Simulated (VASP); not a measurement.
These are PBE GGA, VASP's PBE PAW potentials (set 64) (plane waves; VASP 6.6.1) values and carry that method's errors.

Input for VASP

**POSCAR**
```
GaN
3.19720
  1.0000000000   0.0000000000   0.0000000000
 -0.5000000000   0.8660252721   0.0000000000
  0.0000000000   0.0000000000   1.6286125360
Ga N
2 2
Cart
  0.5000005000   0.2886748020   0.9628357313
 -0.0000005000   0.5773504701   0.1485294633
  0.5000005000   0.2886748020   1.5777998248
 -0.0000005000   0.5773504701   0.7634935569
```

File KPOINTS:
```
kpoints
0
G
6 6 4
```

### INCAR
```
SYSTEM = GaN
PREC = Accurate
ENCUT = 400
EDIFF = 1E-6
NELM = 100
ALGO = Normal
LREAL = .FALSE.
LASPH = .TRUE.
ISMEAR = -1
SIGMA = 0.05
GGA = PE
LMAXMIX = 4
LWAVE = .FALSE.
LCHARG = .FALSE.
ISIF = 2
```

POTCAR, in this order: Ga_d N (PBE.64 set). Program: vasp_std.

The resulting files:

### OUTCAR
```
 ion  position               nearest neighbor table
   1  0.667  0.333  0.591-   4 1.95   4 1.95   4 1.95   3 1.97
   2  0.333  0.667  0.091-   3 1.95   3 1.95   3 1.95   4 1.97
   3  0.667  0.333  0.969-   2 1.95   2 1.95   2 1.95   1 1.97
   4  0.333  0.667  0.469-   1 1.95   1 1.95   1 1.95   2 1.97
  LATTYP: Found a hexagonal cell.
 ALAT       =     3.1972000000
 C/A-ratio  =     1.6286125360
 Subroutine PRICEL returns:
 Original cell was already a primitive cell.
 Subroutine GETGRP returns: Found 12 space group operations
The static configuration has the point symmetry C_3v.
 The point group associated with its full space group is C_6v.
The dynamic configuration has the point symmetry C_3v.
 Subroutine INISYM returns: Found 12 space group operations
 Subroutine IBZKPT returns following result:
 Found     21 irreducible k-points:

 Following reciprocal coordinates:
            Coordinates               Weight
  0.000000  0.000000  0.000000      1.000000
  0.166667  0.000000  0.000000      6.000000
  0.333333  0.000000  0.000000      6.000000
  0.500000  0.000000  0.000000      3.000000
  0.166667  0.166667  0.000000      6.000000
...
```

### OSZICAR
```
       N       E                     dE             d eps       ncg     rms          rms(c)
DAV:   1     0.248094411903E+03    0.24809E+03   -0.16007E+04   964   0.260E+03
DAV:   2     0.224668491488E+01   -0.24585E+03   -0.23862E+03  1044   0.465E+02
DAV:   3    -0.270967676037E+02   -0.29343E+02   -0.29004E+02  1026   0.139E+02
DAV:   4    -0.282439688281E+02   -0.11472E+01   -0.11442E+01  1310   0.291E+01
DAV:   5    -0.282586564231E+02   -0.14688E-01   -0.14685E-01  1020   0.313E+00    0.108E+01
DAV:   6    -0.242177047042E+02    0.40410E+01   -0.15323E+01  1656   0.563E+01    0.323E+00
DAV:   7    -0.243321984719E+02   -0.11449E+00   -0.16397E+00   978   0.102E+01    0.279E+00
DAV:   8    -0.243319704086E+02    0.22806E-03   -0.26755E-01  1538   0.786E+00    0.853E-01
DAV:   9    -0.243105263613E+02    0.21444E-01   -0.10842E-01  1646   0.547E+00    0.350E-01
DAV:  10    -0.243114397109E+02   -0.91335E-03   -0.51471E-03  1102   0.742E-01    0.123E-01
DAV:  11    -0.243113583894E+02    0.81322E-04   -0.15065E-03  1408   0.735E-01    0.234E-02
DAV:  12    -0.243113772904E+02   -0.18901E-04   -0.18677E-04  1028   0.993E-02    0.169E-02
DAV:  13    -0.243113752376E+02    0.20528E-05   -0.37020E-05  1286   0.123E-01    0.616E-03
DAV:  14    -0.243113758320E+02   -0.59445E-06   -0.56435E-06  1092   0.265E-02
   1 F= -.24311376E+02 E0= -.24311376E+02  d E =-.454728E-09
```

**OUTCAR**
```
------------------------ aborting loop because EDIFF is reached ----------------------------------------
  FORCE on cell =-STRESS in cart. coord.  units (eV):
  Direction    XX          YY          ZZ          XY          YZ          ZX
  --------------------------------------------------------------------------------------
  Total        0.0941359      0.0941359     -0.0284261      0.0000000      0.0000000      0.0000000
  in kB        3.2719610      3.2719600     -0.9880300      0.0000000      0.0000000      0.0000000
  external PRESSURE =       1.8519636 kB  Pullay stress =       0.0000000 kB
  volume of cell :       46.10
      direct lattice vectors                 reciprocal lattice vectors
     3.197200000  0.000000000  0.000000000     0.312773677  0.180579994  0.000000000
    -1.598600000  2.768856000  0.000000000     0.000000000  0.361159988  0.000000000
     0.000000000  0.000000000  5.207000000     0.000000000  0.000000000  0.192049165
  FREE ENERGIE OF THE ION-ELECTRON SYSTEM (eV)
  ---------------------------------------------------
  free  energy   TOTEN  =       -24.3113758320 eV

  energy  without entropy=      -24.3113758316  energy(sigma->0) =      -24.31137583
```
(Selected blocks of OUTCAR.)

At this cut-off the stress carries a Pulay error, which pulls relaxed volumes low.

The structure comes from a measured GaN entry (P6_3mc) of the Crystallography Open Database, whose conditions weren't checked. The cell was not relaxed at this level.
